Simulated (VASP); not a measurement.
Calculation: PBE GGA, VASP's PBE PAW potentials (set 64) (plane waves; VASP 6.6.1).

VASP ran on this input.

### KPOINTS
```
Automatic mesh
0
Gamma
4 4 4
0 0 0
```

INCAR:
```
SYSTEM = Te
PREC = Normal
ENCUT = 350
EDIFF = 1E-8
NELM = 100
ALGO = Normal
LREAL = .FALSE.
LASPH = .TRUE.
ISMEAR = 0
SIGMA = 0.01
GGA = PE
LWAVE = .TRUE.
LCHARG = .FALSE.
```

### POSCAR
```
Te
1
    2.2300000000    -3.8624730000     0.0000000000
    2.2300000000     3.8624730000     0.0000000000
    0.0000000000     0.0000000000     5.9300000000
Te
3
Direct
  0.0000000000   0.2630000000   0.6666670000
  0.7370000000   0.7370000000   0.0000000000
  0.2630000000   0.0000000000   0.3333330000
```

POTCAR, in this order: Te_GW (PBE.64 set). Program: vasp_std.

### Question
What will the output report for the number of irreducible k-points (NKPTS), largest plane-wave count, number of space-group operations, FFT grid (NGX, NGY, NGZ)?

### Answer

The number of irreducible k-points (NKPTS) is 13 and the largest plane-wave count comes out as 1532. The number of space-group operations is 6. The FFT grid (NGX, NGY, NGZ) is 20 × 20 × 28.

The compound is Te in the trig structure. The cell was not relaxed at this level.
